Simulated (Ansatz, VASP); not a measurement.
# MoS2: VASP beside Ansatz, part 2 of 2

Aim: how closely do two programs agree when they are given the same cell, functional and k mesh? The cell is taken from a series of runs on this material, whose earlier steps may have relaxed, scaled, displaced or heated it; both programs get it as it stands.

VASP 6.6.1 and Ansatz 0.2.0.

So far: Starting point; VASP: zone-centre phonons, PBE with D3(BJ).

**3. Ansatz: zone-centre phonons, PBE with D3(BJ)**

Level of this step: Ansatz beside VASP: Kohn-Sham DFT, plane waves, PBE with D3(BJ) (Ansatz).

Ansatz runs on its PAW soft_1 files.

The same cell, functional and mesh now go to Ansatz, which takes its cutoff from its data sets.

Input file input.yaml:

```yaml
crystal:
  lattice:
    - [3.1000920057, 0.0, 0.0]
    - [-1.5500460029, 2.684758431, 0.0]
    - [0.0, 0.0, 11.4789890903]
  atoms:
    - { symbol: S, position: [0.3333333333, 0.6666666667, 0.6132556996] }
    - { symbol: S, position: [0.6666666667, 0.3333333333, 0.1132556996] }
    - { symbol: S, position: [0.3333333333, 0.6666666667, 0.8867443004] }
    - { symbol: S, position: [0.6666666667, 0.3333333333, 0.3867443004] }
    - { symbol: Mo, position: [0.3333333333, 0.6666666667, 0.25] }
    - { symbol: Mo, position: [0.6666666667, 0.3333333333, 0.75] }
kpoints:
  mp_grid: { grid: [12, 12, 4] }
hamiltonian:
  xc: pbe
  dispersion: d3bj
  pseudopotentials: { kind: paw, azcp: { folder: soft_1 } }
scf:
  occupations: { method: fixed }
output:
  eigenvalues: true
phonons:
  method: dfpt
  dielectric: true
  rigid_motions: translations
```

On the command line:

```
ansatz run input.yaml --threads 4 --pin off --max-ram 16384MiB --backend cpu --events-out ev --progress --plain --runs-dir out
```

Numbers of over 12 decimals in the logs are rounded to 6 here.

The log of the run:

```text
Engine: ansatz 0.2.0, aarch64-unknown-linux-gnu
Pseudopotentials: kind: paw
Pseudopotential: S, paw, valence charge 6, recommended cutoff 420 eV (normal), soft_1/S.paw.azcp
Pseudopotential: Mo, paw, valence charge 14, recommended cutoff 420 eV (normal), soft_1/Mo.paw.azcp
Functional definition: PBE
  parameter kappa = 0.804
  parameter beta = 0.066725
  exchange = pbe_x(kappa = kappa, mu = beta*pi^2/3)
  correlation = pbe_c(beta = beta)
Crystal: 6 atoms, lattice volume = 95.540 Å³
Basis set: ecut = 420 eV, 1863 PW (Γ), exchange–correlation on 48×48×160 points (8 copies of the dense FFT grid, shifted against one another)
Bands: 32, of which v1, the nominal top of the filled ones, is band 26 counted from 1 (25 counted from 0)
Symmetry: 24 space group operations
k-points: 164 of 576 (irreducible under 2 space group operations, time reversal used)
Non-local potential: S, projectors of the file, l = 0: 2, l = 1: 2, l = 2: 1
Non-local potential: Mo, projectors of the file, l = 0: 3, l = 1: 2, l = 2: 2, l = 3: 1
PAW form: soft (Blöchl's): semilocal exchange-correlation on the pseudo side does not see the compensation charge
PAW one-centre angular grid: S, 110 points (default); XC on 64 Gauss nodes
PAW one-centre angular grid: Mo, 590 points (default); XC on 64 Gauss nodes
Initial density: superposition of atomic densities (chi_scale 0.1, normalization cell, long waves kept (reshape's long-wave potential 0.05 eV rms))
Initial wavefunctions: pseudopotential atomic-orbital guess
Functional: x = pbe(κ = 0.804, μ = 0.219515), c = pbe(β = 0.066725)
SCF iter   1: F=—  HF=-13529.534585 eV  |F-HF|=—  |Δ(HF+E_count)|=         —  Δρ=6.19e-2  dr2=4.67e0  ethr=3.10e-3  ⟨swp⟩=5.2  Hψ=23084  notcnv=0  defer=451
preconditioner: auto → Resta (q_TF=auto, 2.465 Å⁻¹)  ε∞=8.3  [insulator: Δε(μ)=0.277 eV  Ē_g=8.415 eV  n_scr=26 (ndim 8)  ℏωp=22.8 eV  f_vac=0.000  ε∞_Penn≈8.3]
SCF iter   2: F=—  HF=-13528.413697 eV  |F-HF|=—  |Δ(HF+E_count)|=    1.12e0  Δρ=2.81e-2  dr2=1.69e0  ethr=3.10e-3  ⟨swp⟩=3.0  Hψ=10477  notcnv=0  defer=350
SCF iter   3: F=—  HF=-13528.091043 eV  |F-HF|=—  |Δ(HF+E_count)|=   3.23e-1  Δρ=1.48e-2  dr2=2.57e-1  ethr=3.10e-3  ⟨swp⟩=2.4  Hψ=7391  notcnv=0  defer=573
SCF iter   4: F=—  HF=-13528.028974 eV  |F-HF|=—  |Δ(HF+E_count)|=   6.21e-2  Δρ=3.27e-3  dr2=1.56e-2  ethr=4.95e-4  ⟨swp⟩=2.8  Hψ=9297  notcnv=0  defer=607
SCF iter   5: F=—  HF=-13528.030362 eV  |F-HF|=—  |Δ(HF+E_count)|=   1.39e-3  Δρ=8.62e-4  dr2=9.55e-4  ethr=3.00e-5  ⟨swp⟩=2.6  Hψ=7848  notcnv=0  defer=652
SCF iter   6: F=—  HF=-13528.030869 eV  |F-HF|=—  |Δ(HF+E_count)|=   5.07e-4  Δρ=3.33e-4  dr2=1.45e-4  ethr=1.84e-6  ⟨swp⟩=2.4  Hψ=9882  notcnv=0  defer=654
SCF iter   7: F=—  HF=-13528.030870 eV  |F-HF|=—  |Δ(HF+E_count)|=   1.15e-6  Δρ=3.56e-5  dr2=1.59e-6  ethr=2.79e-7  ⟨swp⟩=2.0  Hψ=7299  notcnv=0  defer=589
SCF iter   8: F=—  HF=-13528.030872 eV  |F-HF|=—  |Δ(HF+E_count)|=   2.22e-6  Δρ=9.57e-6  dr2=8.23e-8  ethr=3.07e-9  ⟨swp⟩=3.0  Hψ=11824  notcnv=0  defer=358
SCF iter   9: F=—  HF=-13528.030872 eV  |F-HF|=—  |Δ(HF+E_count)|=   7.55e-8  Δρ=2.22e-6  dr2=5.79e-9  ethr=1.58e-10  ⟨swp⟩=2.1  Hψ=8108  notcnv=0  defer=357
SCF iter  10: F=—  HF=-13528.030872 eV  |F-HF|=—  |Δ(HF+E_count)|=   1.44e-9  Δρ=4.10e-7  dr2=1.93e-10  ethr=1.11e-11  ⟨swp⟩=2.5  Hψ=9573  notcnv=0  defer=357
SCF iter  11: F=-13528.030872 eV  HF=-13528.030872 eV  |F-HF|=1.82e-12  |Δ(HF+E_count)|=  9.09e-12  Δρ=8.53e-8  dr2=8.71e-12  ethr=1.00e-12  ⟨swp⟩=15.0  Hψ=37184  notcnv=0
SCF 1 converged in 11 iterations: F = -13528.030872 eV  dr2 = 8.71e-12
  greatest PAW one-centre occupation: 0.999 electrons in one spin orbital (limit 2), on the Mo atom at site 5 (counted from 0), in its partial waves of l = 0
DFPT response loops at Γ: preconditioner auto → Resta (q_TF=auto, 2.465 Å⁻¹)  ε∞=11.7 (no band partly filled); β = 1.00, the filter's whole step (`scf.mixing.beta` (0.50) is not read by the response loops at its default; to damp them type it under 1.00, their step now; it binds the ground state too); Broyden in place of MSR1
── the response to a field inside a basis, on 12×12×4 k-points: an SCF that follows is theirs, and a resumed run solves both again ──
Bands: 27, of which v1, the nominal top of the filled ones, is band 26 counted from 1 (25 counted from 0)
k-points: 84 of 576 (irreducible under 8 space group operations)
Initial density: handed on by an earlier stage of this run
Initial wavefunctions: pseudopotential atomic-orbital guess (no wavefunctions were taken with the density)
Eigensolver: Dense (84 Hₖ)
SCF iter   1: F=—  HF=-13527.977542 eV  |F-HF|=—  |Δ(HF+E_count)|=         —  Δρ=2.39e-4  dr2=1.10e-5  ethr=1.00e-1
preconditioner: auto → Resta (q_TF=auto, 2.465 Å⁻¹)  ε∞=10.8  [insulator: Δε(μ)=0.579 eV  Ē_g=7.293 eV  n_scr=26 (ndim 8)  ℏωp=22.8 eV  f_vac=0.001  ε∞_Penn≈10.8]
SCF iter   2: F=—  HF=-13527.977552 eV  |F-HF|=—  |Δ(HF+E_count)|=   9.59e-6  Δρ=1.31e-4  dr2=3.57e-6  ethr=2.12e-8
SCF iter   3: F=-13527.977556 eV  HF=-13527.977556 eV  |F-HF|=1.48e-9  |Δ(HF+E_count)|=   4.30e-6  Δρ=8.23e-6  dr2=5.30e-8  ethr=6.87e-9
SCF 1 converged in 3 iterations: F = -13527.977556 eV  dr2 = 5.30e-8
DFPT response loops at Γ: preconditioner auto → Resta (q_TF=auto, 2.465 Å⁻¹)  ε∞=10.2 (no band partly filled); β = 1.00, the filter's whole step (`scf.mixing.beta` (0.50) is not read by the response loops at its default; to damp them type it under 1.00, their step now; it binds the ground state too); Broyden in place of MSR1
SCF converged after 11 iterations
Free energy (F): -13528.030872 eV
Harris-Foulkes:  -13528.030872 eV  (|F-HF|=1.82e-12)
Internal energy: -13528.030872 eV  (E = F + TS)
E sigma→0 (E₀):  -13528.030872 eV
Fermi energy:    13.122420 eV
--- Per-component energies (eV) ---
  E_band       = -215.181915
  E_kinetic    = 1277.636637
  E_local      = -3329.707159  (includes V_loc(G=0)·N_el)
  E_nonlocal   = 434.516617
  E_hartree    = 1268.250131
  E_xc         = -712.459804
  E_vxc        = -776.379702  (∫ρ·V_xc dr)
  E_paw        = -8857.761211  (= ΣΔE_a)
  E_vpaw       = -357.748690  (= ΣTr[D̂ρ^β])
  E_aug_tail   = 0.000089  (compensation charges beyond the density's cutoff)
  E_ewald      = -3605.640508
  E_disp       = -2.865664  (pairwise vdW)
  E_smearing   = -0.000000  (= −TS)
  E_closure    = 0.000000  (closes the sum)
  Σ components = -13528.030872   (vs F -13528.030872, Δ=0.00e0)
--- Band table (eV; the first three rows and the last of 164) ---
  k-point 0: bands = [... 22 lower, 10.8305, 11.4260, 12.2962, 13.1224, 15.0728, 15.0728, 15.1026, 15.1026, ... 2 higher]
  k-point 1: bands = [... 22 lower, 10.8121, 10.9527, 12.5756, 13.0693, 15.0642, 15.0642, 15.0660, 15.0660, ... 2 higher]
  k-point 2: bands = [... 22 lower, 10.7678, 10.7678, 12.8939, 12.8939, 15.0552, 15.0552, 15.0552, 15.0552, ... 2 higher]
  k-point 163: bands = [... 22 lower, 10.3855, 10.3855, 11.6473, 11.6473, 14.3843, 14.3843, 15.1011, 15.1011, ... 2 higher]
--- Phonons (Γ-DFPT): 4 representative perturbations + reference, on 164 of 576 k-points (Σ response iterations 12) ---
  k mesh reduced under 2 symmetry operations, with k and −k counted as one. Each operation leaves every solved perturbation unchanged. A smaller set is not considered because the run solves the response to a homogeneous field
  ASR residual: 3.524e-5 → 0.000e0 eV/Å²; symmetrization residual: 5.939e-6 eV/Å²
  pairwise dispersion correction: d3bj (s6 = 1.0, s8 = 0.7875, a1 = 0.4289, a2_bohr = 4.4407), with the weights of each atom's references fixed at the reference crystal's, and the forces and stress that the weights' published response gives there kept as a pressure on the atom's counted neighbours (hamiltonian.dispersion)
  ASR residual per site (eV/Å²): 8.94e-6 8.94e-6 8.94e-6 8.94e-6 3.52e-5 3.52e-5
  Γ frequencies (cm⁻¹): 0.00 0.00 0.00 54.00 54.00 100.32 288.73 288.73 295.98 295.98 389.79 389.79 390.93 390.93 410.87 429.96 474.23 484.48
  ε∞ (high-frequency dielectric tensor):
       16.422235    -0.000000     0.000000
       -0.000000    16.422235     0.000000
        0.000000     0.000000     9.657621
  ε⁰ (static dielectric tensor: ions relaxed, cell fixed):
       16.633370    -0.000000     0.000000
       -0.000000    16.633370     0.000000
        0.000000     0.000000     9.786166
  ε⁰ − ε∞ (ionic part):
        0.211134     0.000000     0.000000
        0.000000     0.211134     0.000000
        0.000000     0.000000     0.128546
  softest optical mode at Γ: 54.00 cm⁻¹; the repairs (sum rule, projections) moved no ω² at Γ by more than (1.00 cm⁻¹)²
  Born effective charges Z* (e; rows j = field, columns β = displacement):
    site 0:
         0.54863   -0.00000   -0.00000
         0.00000    0.54863    0.00000
         0.00000    0.00000    0.51930
    site 1:
         0.54863   -0.00000    0.00000
         0.00000    0.54863    0.00000
         0.00000    0.00000    0.51930
    site 2:
         0.54863   -0.00000   -0.00000
        -0.00000    0.54863   -0.00000
        -0.00000    0.00000    0.51930
    site 3:
         0.54863    0.00000   -0.00000
         0.00000    0.54863    0.00000
        -0.00000    0.00000    0.51930
    site 4:
        -1.09726    0.00000    0.00000
        -0.00000   -1.09726   -0.00000
         0.00000   -0.00000   -1.03860
    site 5:
[...]
Z* charge neutrality: 5.056e-3 e pre-enforcement
  solved inside a basis spanned on kpoints, on 12×12×4 k-points, its susceptibility summed on 16×16×4: ε∞ is read to err by 7.1e-2, Z* by 1.8e-2 e (field_mesh: kpoints solves on kpoints); Z* is corrected for what the basis lacks
  optical modes at Γ without the LO–TO term, one row a degenerate level:
      ω (cm⁻¹)  modes    IR ((D/Å)²/amu)
[...]
optical modes at Γ + LO–TO along q̂ = [1.0000, 0.0000, 0.0000]:
      ω (cm⁻¹)  modes    IR ((D/Å)²/amu)
[...]
optical modes at Γ + LO–TO along q̂ = [0.0000, 1.0000, 0.0000]:
      ω (cm⁻¹)  modes    IR ((D/Å)²/amu)
[...]
optical modes at Γ + LO–TO along q̂ = [0.0000, 0.0000, 1.0000]:
      ω (cm⁻¹)  modes    IR ((D/Å)²/amu)
[...]
288.73      2             0.0000
        295.98      2             0.0000
        389.79      2             0.0000
        390.93      2             2.8907
        410.87      1             0.0000
        429.96      1             0.0000
        477.38      1             1.2950
        484.48      1             0.0000
```

**4. Comparison**

Known differences besides the potentials themselves: fixed occupations in Ansatz, narrow Gaussian smearing in VASP; the cutoff is 420 eV in Ansatz and 500 eV in VASP; Ansatz takes the dispersion share of the force constants at frozen C6 weights, VASP differentiates the full forces; VASP uses finite displacements, Ansatz perturbation theory. Total energies have different zeros and are not compared.

Compared:

```csv
quantity,Ansatz,VASP,difference
optical mode 1 to 2 (cm⁻¹),54.0,54.0,+0.03 %
optical mode 3 (cm⁻¹),100.3,100.4,-0.06 %
optical mode 4 to 5 (cm⁻¹),288.7,288.0,+0.25 %
optical mode 6 to 7 (cm⁻¹),296.0,295.4,+0.21 %
optical mode 8 to 9 (cm⁻¹),389.8,389.2,+0.16 %
optical mode 10 to 11 (cm⁻¹),390.9,390.3,+0.16 %
optical mode 12 (cm⁻¹),410.9,409.8,+0.26 %
optical mode 13 (cm⁻¹),430.0,429.1,+0.20 %
optical mode 14 (cm⁻¹),474.2,473.7,+0.10 %
optical mode 15 (cm⁻¹),484.5,483.8,+0.13 %
```

Modes are paired by rising frequency, not by their patterns, so a pair may set unlike modes beside each other; they are those without the splitting of longitudinal modes.

**5. Results**

```yaml
r_m_s_difference_of_the_optical_zone_centre_modes_each_program_s_sorted_by_frequency_zone_centre_phonons_pbe_with_d3_bj: 0.63 cm⁻¹
```

The r.m.s. difference of the optical zone-centre modes, each program's sorted by frequency is 0.63 cm⁻¹ (zone-centre phonons, PBE with D3(BJ)). Such differences can come from data sets, numerical settings and the points named under the comparisons, not from the functional's error against experiment.

[Lines on the potential files, build, host, timing and source positions are cut from VASP's logs without a mark.]

[Logs are printed without paths, hosts, clocks, repeated set-up lines and the standing remarks that a program may print on its own settings, such as how far it seeks lower states.]

[Hosts, paths, dates, database ids (printed as entryN), source tags and the programs' standing remarks are cut or masked in the printed files.]
